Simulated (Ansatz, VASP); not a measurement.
# AlNi in two plane-wave programs, part 2 of 2

Aim: how closely do two programs agree when they are given the same cell, functional and k mesh? The structure shown is the end of the Ansatz relaxation below.

VASP 6.6.1 and Ansatz 0.2.0.

So far: Starting point; Ansatz: relaxation, PBEsol; VASP: single point, PBEsol, pair 1; Comparison.

## Step 6: VASP: single point, PBEsol, pair 2

Level of this step: PBEsol, no spin polarisation; plane waves and PAW (Al, Ni) (VASP).

The same cell, functional, mesh and smearing now go to VASP, with its own data sets.

File INCAR:

```
SYSTEM = AlNi
PREC = Accurate
ENCUT = 600
EDIFF = 1E-06
NELM = 120
ISMEAR = 1
SIGMA = 0.2
LREAL = .FALSE.
ALGO = Normal
GGA = PS
NBANDS = 12
LASPH = .TRUE.
LORBIT = 11
LWAVE = .FALSE.
LCHARG = .FALSE.
ISIF = 2
GGA_COMPAT = .FALSE.
KPAR = 2
```

File POSCAR:

```
AlNi
1.0
    2.8114975585     -0.0356106449      0.0000000000
   -0.0356106449      2.8114975585      0.0000000000
    0.0000000000      0.0000000000      2.9336491174
Al Ni
1 1
Direct
    0.0000000000      0.0000000000      0.0000000000
    0.5000000000      0.5000000000      0.5000000000
```

File KPOINTS:

```
Automatic mesh
0
Gamma
16 16 16
0 0 0
```

PAW data sets: Al and Ni (PBE family, release 64).

Run with:

```bash
> mpirun -np 2 vasp_std
```

Numbers of over 12 decimals in the logs are rounded to 6 here.

What it wrote:

```text
[banner, memory and clock lines left out]
running    2 mpi-ranks, on    1 nodes
[...]
[... a notice as in an earlier step ...]

 LDA part: xc-table for (Slater+PW92), standard interpolation
 POSCAR, INCAR and KPOINTS ok, starting setup
[...]
entering main loop
       N       E                     dE             d eps       ncg     rms          rms(c)
DAV:   1     0.434295971561E+02    0.43430E+02   -0.61147E+03 15936   0.128E+03
DAV:   2    -0.114605842439E+02   -0.54890E+02   -0.50851E+02 16140   0.207E+02
DAV:   3    -0.132085826422E+02   -0.17480E+01   -0.17279E+01 19060   0.431E+01
DAV:   4    -0.132336268700E+02   -0.25044E-01   -0.25034E-01 17676   0.463E+00
[...]
DAV:  11    -0.115716723450E+02   -0.27265E-05   -0.62105E-05 18804   0.712E-02    0.253E-02
DAV:  12    -0.115716708260E+02    0.15189E-05   -0.73674E-06 18940   0.449E-02    0.401E-03
DAV:  13    -0.115716704492E+02    0.37686E-06   -0.19598E-07  9628   0.479E-03
   1 F= -.11571670E+02 E0= -.11571619E+02  d E =-.154034E-03
```

OUTCAR, selected parts (step 6):

```text
  Total        0.4909207      0.4909207      0.0178604      0.4597886      0.0000000      0.0000000
  in kB       33.9240758     33.9240758      1.2342098     31.7727572      0.0000000      0.0000000
  external PRESSURE =      23.0274538 kB  Pullay stress =       0.0000000 kB

 POSITION                                       TOTAL-FORCE (eV/Angst)
 -----------------------------------------------------------------------------------
      0.00000      0.00000      0.00000         0.000000      0.000000      0.000000
      1.38794      1.38794      1.46682        -0.000000      0.000000      0.000000
 -----------------------------------------------------------------------------------
    total drift:                                0.000000      0.000000     -0.000000

  FREE ENERGIE OF THE ION-ELECTRON SYSTEM (eV)
  ---------------------------------------------------
  free  energy   TOTEN  =       -11.5716704492 eV

  energy  without entropy=      -11.5715164154  energy(sigma->0) =      -11.57161910

[... 1 part as in an earlier step ...]

[... 2 further parts left out ...]
[key lines of the parts left out:]
E-fermi :  10.3009
```

The run ends at a pressure of 2.30 GPa.

## Step 7: Comparison

What differs besides the data sets and the points named for the pairs above, as far as they apply: the data sets hold 21 valence electrons in Ansatz (on its PAW soft_1 files) and 13 in VASP. Total energies have different zeros and are not compared.

The two programs side by side:

```
      quantity  Ansatz  VASP  difference
pressure (GPa)    2.12  2.30       -0.18
```

## Step 8: Ansatz: relaxation, PBEsol

This run makes the geometry at which the two programs are then compared. The cell compared in this pair holds 23.13 Å³, against 23.19 Å³ for the pair before.

The structure compared here is the end of the Ansatz relaxation.

File input.yaml:

```yaml
crystal:
  lattice:
    - [2.7971888631, -0.0499193403, 0.0]
    - [-0.0499193403, 2.7971888631, 0.0]
    - [0.0, 0.0, 2.9336491174]
  atoms:
    - { symbol: Al, position: [0.0, 0.0, 0.0] }
    - { symbol: Ni, position: [0.5, 0.5, 0.5] }
  conventional_axes: [[1, 1, 0], [-1, 1, 0], [0, 0, 1]]
kpoints:
  mp_grid: { grid: [16, 16, 16] }
hamiltonian:
  xc: pbesol
  pseudopotentials: { kind: paw, azcp: { folder: soft_1 }, xc_functional: pbe }
scf:
  occupations: { method: methfessel_paxton, width: 0.2 }
output:
  forces: true
  stress: true
  eigenvalues: true
relax:
  adjacent_minimum: "off"
  f_tol: 0.001
  max_steps: 60
  cell: { stress_tol: 0.01, fix: [a, angles] }
```

Run with:

```bash
> ansatz run input.yaml --threads 4 --pin off --max-ram 10240MiB --backend cpu --events-out ev --progress --plain --runs-dir out
```

What it wrote:

```text
[...]
Crystal: 2 atoms, lattice volume = 22.946 Å³
Basis set: ecut = 420 eV, 457 PW (Γ), exchange–correlation on 40×40×40 points (8 copies of the dense FFT grid, shifted against one another)
Bands: 15, of which v1, the nominal top of the filled ones, is band 11 counted from 1 (10 counted from 0)
Symmetry: 8 space group operations
[...]
k-points: 657 of 4096
[...]
k-point 656: bands = [... 7 lower, 13.2164, 13.3860, 16.0488, 16.1030, 16.5523, 18.4062, 18.5388, 18.9363]
--- Relaxed structure (4 steps of the walk, 4 accepted, 1 SCFs on fresh bases) ---
[...]
cell:  # Å, volume = 23.1257 Å³
    - [2.793551, -0.046282, 0.0]
    - [-0.046282, 2.793551, 0.0]
    - [0.0, 0.0, 2.964148]
  atoms:
    - { symbol: Al, position: [0, 0, 0.0] }
    - { symbol: Ni, position: [0.500000, 0.500000, 0.500000] }
[key lines of the parts left out:]
SCF converged after 6 iterations
Free energy (F): -6330.848991 eV
Fermi energy:    14.309293 eV
P = ⅓ Tr σ = 2.7339 GPa (27.339 kbar)
```

## Step 9: VASP: single point, PBEsol, pair 3

The same cell, functional, mesh and smearing now go to VASP, with its own data sets.

INCAR is that of step 6.

File POSCAR:

```
AlNi
1.0
    2.7935514191     -0.0462818963      0.0000000000
   -0.0462818963      2.7935514191      0.0000000000
    0.0000000000      0.0000000000      2.9641483906
Al Ni
1 1
Direct
    0.0000000000      0.0000000000      0.0000000000
    0.5000000000      0.5000000000      0.5000000000
```

KPOINTS is that of step 6.

Run with:

```bash
> mpirun -np 2 vasp_std
```

What it wrote:

```text
[... set-up lines as in an earlier step ...]
 entering main loop
       N       E                     dE             d eps       ncg     rms          rms(c)
DAV:   1     0.439137600878E+02    0.43914E+02   -0.61337E+03 15920   0.128E+03
DAV:   2    -0.114184211410E+02   -0.55332E+02   -0.51081E+02 16220   0.208E+02
DAV:   3    -0.132080763969E+02   -0.17897E+01   -0.17687E+01 19176   0.435E+01
DAV:   4    -0.132339541309E+02   -0.25878E-01   -0.25868E-01 17568   0.470E+00
[...]
DAV:  11    -0.115605099146E+02   -0.21951E-05   -0.61498E-05 18756   0.719E-02    0.247E-02
DAV:  12    -0.115605084264E+02    0.14882E-05   -0.75579E-06 19104   0.451E-02    0.436E-03
DAV:  13    -0.115605080189E+02    0.40755E-06   -0.22290E-07  9556   0.520E-03
   1 F= -.11560508E+02 E0= -.11560193E+02  d E =-.943667E-03
```

OUTCAR, selected parts (step 9):

```text
  Total        0.6242701      0.6242701      0.0156161      0.5907947      0.0000000      0.0000000
  in kB       43.2502941     43.2502941      1.0819063     40.9310712      0.0000000      0.0000000
  external PRESSURE =      29.1941649 kB  Pullay stress =       0.0000000 kB

 POSITION                                       TOTAL-FORCE (eV/Angst)
 -----------------------------------------------------------------------------------
      0.00000      0.00000      0.00000         0.000000      0.000000      0.000000
      1.37363      1.37363      1.48207        -0.000000      0.000000      0.000000
 -----------------------------------------------------------------------------------
    total drift:                                0.000000      0.000000     -0.000000

  FREE ENERGIE OF THE ION-ELECTRON SYSTEM (eV)
  ---------------------------------------------------
  free  energy   TOTEN  =       -11.5605080189 eV

  energy  without entropy=      -11.5595643516  energy(sigma->0) =      -11.56019346

[... 1 part as in an earlier step ...]

[... 2 further parts left out ...]
[key lines of the parts left out:]
E-fermi :  10.3362
```

The run ends at a pressure of 2.92 GPa.

## Step 10: Differences

What differs besides the data sets and the points named for the pairs above, as far as they apply: the data sets hold 21 valence electrons in Ansatz (on its PAW soft_1 files) and 13 in VASP. Total energies have different zeros and are not compared.

Compared:

```
      quantity  Ansatz  VASP  difference
pressure (GPa)    2.73  2.92       -0.19
```

## Step 11: Summary of results

| Quantity | Value |
| --- | --- |
| difference in pressure (single point, PBEsol, pair 1) | -0.18 GPa |
| difference in pressure (single point, PBEsol, pair 2) | -0.18 GPa |
| difference in pressure (single point, PBEsol, pair 3) | -0.19 GPa |

In words: The difference in pressure is -0.19 GPa (single point, PBEsol, pair 3), within the 1 GPa picked in this series as the mark of a large difference. The data sets hold unlike numbers of valence electrons (21 in Ansatz and 13 in VASP), so part of the differences comes from the potentials. 5 further runs of this series are not shown here. Such differences can come from data sets, numerical settings and the points named under the comparisons, not from the functional's error against experiment.

[Lines on the potential files, build, host, timing and source positions are cut from VASP's logs without a mark.]

[Logs are printed without paths, hosts, clocks, repeated set-up lines and the standing remarks that a program may print on its own settings, such as how far it seeks lower states.]

[Hosts, paths, dates, database ids (printed as entryN), source tags and the programs' standing remarks are cut or masked in the printed files.]
